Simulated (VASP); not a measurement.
An input for Quantum ESPRESSO's pw.x (written as the equivalent of a VASP run, and not itself run):

```
&CONTROL
  calculation = 'scf'
  pseudo_dir = './pseudo'
  outdir = './out'
  tprnfor = .true.
  tstress = .true.
/
&SYSTEM
  ibrav = 0
  nat = 2
  ntyp = 2
  ecutwfc = 82.3
  occupations = 'smearing'
  smearing = 'gaussian'
  degauss = 0.003675
  input_dft = 'pbe'
/
&ELECTRONS
  conv_thr = 7.3e-08
  electron_maxstep = 100
/
ATOMIC_SPECIES
  Hg 200.592 Hg.upf
  Te 127.600 Te.upf
CELL_PARAMETERS angstrom
     0.0000000    3.2300000    3.2300000
     3.2300000    0.0000000    3.2300000
     3.2300000    3.2300000    0.0000000
ATOMIC_POSITIONS crystal
  Hg   0.0000000  0.0000000  0.0000000
  Te   0.2500000  0.2500000  0.2500000
K_POINTS automatic
  7 7 7 0 0 0
```

**Question.** Translate this input to VASP (INCAR, KPOINTS, POSCAR, choice of POTCAR).

**Answer.** One answer among several that fit: 
INCAR:
```
! general
SYSTEM   =  HgTe
PREC     =  Accurate
ENCUT    =  400
LREAL    =  .False.
LASPH    =  .True.   ! aspherical one-centre terms

! electronic loop
EDIFF    =  1E-6
NELM     =  100
ALGO     =  Normal   ! blocked Davidson
LMAXMIX  =  6   ! l cut-off of mixed one-centre charges

! smearing
ISMEAR   =  0   ! Gaussian
SIGMA    =  0.05   ! width (eV)

! functional
GGA      =  PE

! ions
ISIF     =  2   ! forces and stress, cell fixed

! output
LWAVE    =  .False.
LCHARG   =  .False.
```

### KPOINTS
```
K-points
0
G
7 7 7
```

### POSCAR
```
HgTe
1
    0.0000000000     3.2300000000     3.2300000000
    3.2300000000     0.0000000000     3.2300000000
    3.2300000000     3.2300000000     0.0000000000
Hg Te
1 1
Direct
  0.0000000000   0.0000000000   0.0000000000
  0.2500000000   0.2500000000   0.2500000000
```

POTCAR, in this order: Hg Te (PBE.64 set). Program: vasp_std.

Limits of the translation: the potentials are each code's own (VASP's PAW set, PseudoDojo norm-conserving files in pw.x), so ENCUT and ecutwfc are chosen apart and not converted; conv_thr bounds pw.x's estimated SCF error, while EDIFF bounds the energy change between steps.

The compound is HgTe in the zinc blende structure. The cell was not relaxed at this level.
